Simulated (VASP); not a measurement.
Calculation: optB88-vdW, VASP's PBE PAW potentials (set 64) (plane waves; VASP).

The input files of a VASP run:

File POSCAR:
```
MoS2
1.0
  3.1918625985   0.0000000000   0.0000000000
 -1.5959312992   2.7642338115   0.0000000000
  0.0000000000   0.0000000000  12.4493136620
Mo S
2 4
direct
  0.6666670000   0.3333330000   0.7500000000
  0.3333330000   0.6666670000   0.2500000000
  0.6666670000   0.3333330000   0.3790000000
  0.3333330000   0.6666670000   0.8790000000
  0.3333330000   0.6666670000   0.6210000000
  0.6666670000   0.3333330000   0.1210000000
```

File KPOINTS:
```
Regular mesh
0
gamma
11 11 3
0 0 0
```

INCAR:
```
# general
SYSTEM    =  MoS2
PREC      =  Normal
ENCUT     =  400
LREAL     =  F
LASPH     =  T

# electronic loop
EDIFF     =  1E-5
NELM      =  100
NELMIN    =  4
ALGO      =  Fast
LMAXMIX   =  4

# smearing
ISMEAR    =  0
SIGMA     =  0.05

# functional
GGA       =  BO
LUSE_VDW  =  T
AGGAC     =  0.0
PARAM1    =  0.1833333333
PARAM2    =  0.22

# ions
IBRION    =  2
NSW       =  20
ISIF      =  2
EDIFFG    =  -0.03

# output
LWAVE     =  F
LCHARG    =  F
```

POTCAR, in this order: Mo_sv S (PBE.64 set). Program: vasp_std.

Output

**OSZICAR**
```
       N       E                     dE             d eps       ncg     rms          rms(c)
DAV:   1     0.393561968802E+03    0.39356E+03   -0.26225E+04  2264   0.129E+03
DAV:   2    -0.133510233685E+02   -0.40691E+03   -0.39682E+03  2505   0.356E+02
DAV:   3    -0.338974990464E+02   -0.20546E+02   -0.20428E+02  2530   0.711E+01
DAV:   4    -0.343755602486E+02   -0.47806E+00   -0.47674E+00  2532   0.107E+01
DAV:   5    -0.343873321406E+02   -0.11772E-01   -0.11767E-01  2531   0.162E+00    0.298E+01
RMM:   6    -0.320156567871E+02    0.23717E+01   -0.25356E+01  2142   0.209E+01    0.100E+01
RMM:   7    -0.312841690786E+02    0.73149E+00   -0.35883E+00  1994   0.921E+00    0.746E+00
RMM:   8    -0.312760021494E+02    0.81669E-02   -0.12575E+00  2045   0.474E+00    0.104E+00
RMM:   9    -0.312748981928E+02    0.11040E-02   -0.28712E-01  2196   0.206E+00    0.107E+00
RMM:  10    -0.312694862568E+02    0.54119E-02   -0.68315E-02  2089   0.127E+00    0.198E-01
RMM:  11    -0.312705690006E+02   -0.10827E-02   -0.16501E-02  2289   0.476E-01    0.103E-01
RMM:  12    -0.312707882659E+02   -0.21927E-03   -0.34044E-03  2329   0.195E-01    0.411E-02
RMM:  13    -0.312708617246E+02   -0.73459E-04   -0.83019E-04  2171   0.891E-02    0.158E-02
RMM:  14    -0.312708756862E+02   -0.13962E-04   -0.19299E-04  1908   0.420E-02    0.830E-03
RMM:  15    -0.312708795581E+02   -0.38719E-05   -0.55415E-05  1380   0.210E-02
   1 F= -.31270880E+02 E0= -.31270880E+02  d E =-.312709E+02
       N       E                     dE             d eps       ncg     rms          rms(c)
DAV:   1    -0.313001576671E+02   -0.29282E-01   -0.45043E+00  2250   0.806E+00    0.219E+00
RMM:   2    -0.313140880185E+02   -0.13930E-01   -0.16711E-01  1988   0.193E+00    0.732E-01
RMM:   3    -0.313170412410E+02   -0.29532E-02   -0.29946E-02  2082   0.835E-01    0.480E-01
RMM:   4    -0.313172066063E+02   -0.16537E-03   -0.45357E-03  1994   0.355E-01    0.866E-02
RMM:   5    -0.313171567820E+02    0.49824E-04   -0.13871E-03  2139   0.190E-01    0.653E-02
RMM:   6    -0.313171736351E+02   -0.16853E-04   -0.39437E-04  1938   0.775E-02    0.341E-02
RMM:   7    -0.313171760937E+02   -0.24586E-05   -0.63604E-05  1569   0.340E-02
   2 F= -.31317176E+02 E0= -.31317176E+02  d E =-.462965E-01
       N       E                     dE             d eps       ncg     rms          rms(c)
DAV:   1    -0.313177075692E+02   -0.53393E-03   -0.10493E-01  2425   0.123E+00    0.310E-01
RMM:   2    -0.313180207707E+02   -0.31320E-03   -0.37584E-03  1842   0.290E-01    0.120E-01
RMM:   3    -0.313180878669E+02   -0.67096E-04   -0.66180E-04  1818   0.126E-01    0.645E-02
RMM:   4    -0.313180929995E+02   -0.51326E-05   -0.93510E-05  1730   0.519E-02
   3 F= -.31318093E+02 E0= -.31318093E+02  d E =-.472134E-01
```

OUTCAR:
```
------------------------ aborting loop because EDIFF is reached ----------------------------------------
  FORCE on cell =-STRESS in cart. coord.  units (eV):
  Direction    XX          YY          ZZ          XY          YZ          ZX
  --------------------------------------------------------------------------------------
  Total       -0.1435356     -0.1435356     -0.2109934     -0.0000000      0.0000000     -0.0000000
  in kB       -2.0936586     -2.0936581     -3.0776207     -0.0000000      0.0000000     -0.0000000
  external PRESSURE =      -2.4216458 kB  Pullay stress =       0.0000000 kB
  volume of cell :      109.84
      direct lattice vectors                 reciprocal lattice vectors
     3.191862599  0.000000000  0.000000000     0.313296694  0.180881949  0.000000000
    -1.595931299  2.764233812  0.000000000     0.000000000  0.361763898  0.000000000
     0.000000000  0.000000000 12.449313662     0.000000000  0.000000000  0.080325713
 POSITION                                       TOTAL-FORCE (eV/Angst)
 -----------------------------------------------------------------------------------
      1.59593      0.92141      9.33699         0.000000     -0.000000      0.000000
     -0.00000      1.84282      3.11233        -0.000000      0.000000      0.000000
      1.59593      0.92141      4.68243        -0.000000      0.000000     -0.002450
     -0.00000      1.84282     10.90709         0.000000     -0.000000     -0.002450
     -0.00000      1.84282      7.76688         0.000000     -0.000000      0.002450
      1.59593      0.92141      1.54222        -0.000000      0.000000      0.002450
 -----------------------------------------------------------------------------------
    total drift:                                0.000835     -0.000482      0.001128
  FREE ENERGIE OF THE ION-ELECTRON SYSTEM (eV)
  ---------------------------------------------------
  free  energy   TOTEN  =       -31.3180929995 eV

  energy  without entropy=      -31.3180929995  energy(sigma->0) =      -31.31809300

 reached required accuracy - stopping structural energy minimisation
```
(Selected blocks of OUTCAR.)

CONTCAR:
```
MoS2
   1.00000000000000
     3.1918625985000002    0.0000000000000000    0.0000000000000000
    -1.5959312992000001    2.7642338115000000    0.0000000000000000
     0.0000000000000000    0.0000000000000000   12.4493136619999998
  Mo              S
     2     4
Direct
     0.6666669999999968    0.3333330000000032    0.7500000000000000
     0.3333330000000032    0.6666669999999968    0.2500000000000000
     0.6666669999999968    0.3333330000000032    0.3761197027184421
     0.3333330000000032    0.6666669999999968    0.8761197027184422
     0.3333330000000032    0.6666669999999968    0.6238802972815578
     0.6666669999999968    0.3333330000000032    0.1238802972815579
```

OUTCAR:
```
 val. band max:        7.0287824899   @ k =   0.0000   0.0000   0.0000

 cond. band min:       7.9317582860   @ k =   0.1818   0.1818   0.0000


 Fermi energy:         7.2593608892

 k-point     1 :       0.0000    0.0000    0.0000
  band No.  band energies     occupation
      1     -54.5143      2.00000
      2     -54.5143      2.00000
      3     -28.6446      2.00000
      4     -28.6445      2.00000
      5     -28.4546      2.00000
      6     -28.4546      2.00000
      7     -28.4545      2.00000
      8     -28.4545      2.00000
      9      -7.7207      2.00000
     10      -7.4728      2.00000
     11      -6.5552      2.00000
     12      -6.1540      2.00000
     13       0.3906      2.00000
     14       1.3713      2.00000
     15       3.6641      2.00000
     16       3.8357      2.00000
     17       3.8357      2.00000
     18       3.8483      2.00000
     19       3.8483      2.00000
     20       4.8977      2.00000
     21       4.8978      2.00000
     22       4.9405      2.00000
     23       4.9406      2.00000
     24       5.8429      2.00000
     25       5.9707      2.00000
     26       7.0288      2.00000
     27       9.1070      0.00000
     28       9.1077      0.00000
     29       9.1342      0.00000
     30       9.1496      0.00000
     31       9.2406      0.00000

 k-point     2 :       0.0909    0.0000    0.0000
  band No.  band energies     occupation
      1     -54.5115      2.00000
      2     -54.5114      2.00000
      3     -28.6390      2.00000
      4     -28.6388      2.00000
      5     -28.4832      2.00000
      6     -28.4832      2.00000
      7     -28.4611      2.00000
      8     -28.4608      2.00000
      9      -7.6012      2.00000
     10      -7.3553      2.00000
     11      -6.4983      2.00000
     12      -6.1112      2.00000
     13       0.5301      2.00000
     14       1.5071      2.00000
     15       3.4242      2.00000
     16       3.5694      2.00000
     17       3.5920      2.00000
...
```

The compound is MoS2 in the 2H layered structure. This run relaxes the ions in a fixed cell. Symmetry was kept, so distortions that lower it aren't found.
